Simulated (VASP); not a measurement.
Input:

```
Ta2N
1.0
    3.09778     0.00000     0.00000
   -1.54889     2.68276     0.00000
    0.00000     0.00000     4.89721
N Ta
1 2
Cartesian
  0.00000   0.00000   0.00000
  0.00000   1.78851   1.25243
  1.54889   0.89425   3.64477
```

Computed with PBE GGA, VASP's PBE PAW potentials (set 64) (plane waves; VASP 6.6.1). Numerical set-up: 500 eV cut-off, 7×7×4 Γ-centred mesh, Gaussian smearing of 0.050 eV, potentials N Ta_pv.

Unless said otherwise, spin-orbit coupling is left out, though it shifts the bands of the heavy elements here.

Problem. Predict the energy per atom (σ→0), largest force, band gap (on the k-mesh) with the smallest direct gap where there is one.

Solution. 
The band gap (on the k-mesh) is none (metal, semimetal or under 0.01 eV), the energy per atom (σ→0) comes out as -1105.4 kJ/mol of atoms and the largest force comes out as 0.00181 Ha/bohr.

The absolute energy has meaning only against runs of the same code, potentials and settings.

The structure was generated: Ta2N was put into the CdI2 type (P-3m1), which need not be its known phase. It was relaxed first, which changed the volume by +20 %. The k-mesh is coarse (spacing up to 0.33 per Å, 2π included), so the numbers may not be converged in it. The electron count is odd and the run is not spin-polarised, which forces a metal.
